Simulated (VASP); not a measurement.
A VASP calculation is set up with these files.

**KPOINTS**
```
Automatic
0
Gamma
  5 5 7
```

INCAR:
```
# general
SYSTEM   =  ZnF2
PREC     =  Accurate
ENCUT    =  400
LREAL    =  .FALSE.
LASPH    =  .TRUE.

# electronic loop
EDIFF    =  1E-6
NELM     =  100
ALGO     =  Normal
LMAXMIX  =  4

# smearing
ISMEAR   =  0
SIGMA    =  0.05

# functional
GGA      =  PS

# ions
ISIF     =  2

# output
LWAVE    =  .FALSE.
LCHARG   =  .FALSE.
```

POSCAR:
```
ZnF2
4.7560830
  1.0000000000   0.0000000000   0.0000000000
  0.0000000000   1.0000000000   0.0000000000
  0.0000000000   0.0000000000   0.6661557420
Zn F
2 4
Cartesian
  0.5000000000   0.5000000000   0.3330778710
  0.0000000000   0.0000000000   0.0000000000
  0.6968600000   0.6968600000   0.0000000000
  0.3031400000   0.3031400000   0.0000000000
  0.8031400000   0.1968600000   0.3330778710
  0.1968600000   0.8031400000   0.3330778710
```

POTCAR, in this order: Zn F (PBE.64 set). Program: vasp_std.

**Question.** Write an equivalent input for Ansatz.

**Answer.** One equivalent input (not run):
Ansatz 0.2 input:
```yaml
crystal:
  lattice:
    - [4.7560830, 0.0000000, 0.0000000]
    - [0.0000000, 4.7560830, 0.0000000]
    - [0.0000000, 0.0000000, 3.1682920]
  atoms:
    - { symbol: Zn, position: [0.5000000, 0.5000000, 0.5000000] }
    - { symbol: Zn, position: [0.0000000, 0.0000000, 0.0000000] }
    - { symbol: F, position: [0.6968600, 0.6968600, 0.0000000] }
    - { symbol: F, position: [0.3031400, 0.3031400, 0.0000000] }
    - { symbol: F, position: [0.8031400, 0.1968600, 0.5000000] }
    - { symbol: F, position: [0.1968600, 0.8031400, 0.5000000] }
kpoints:
  mp_grid: { grid: [5, 5, 7] }
hamiltonian:
  xc: pbesol
  pseudopotentials: { kind: paw }
scf:
  occupations: { method: gaussian, width: 0.05 }
  max_iter: 100
output: { forces: true, stress: true, eigenvalues: true }
```
Limits of the translation: each code has its own PAW files, so the cut-off isn't converted (ENCUT is set for VASP's; basis.ecutwfc is left out, and Ansatz then takes the one that its files recommend); Ansatz stops its SCF on the density residual and VASP on the energy change (EDIFF).

The structure comes from a computed database's ZnF2 entry; how it stands against other phases isn't given here. The cell was not relaxed at this level.
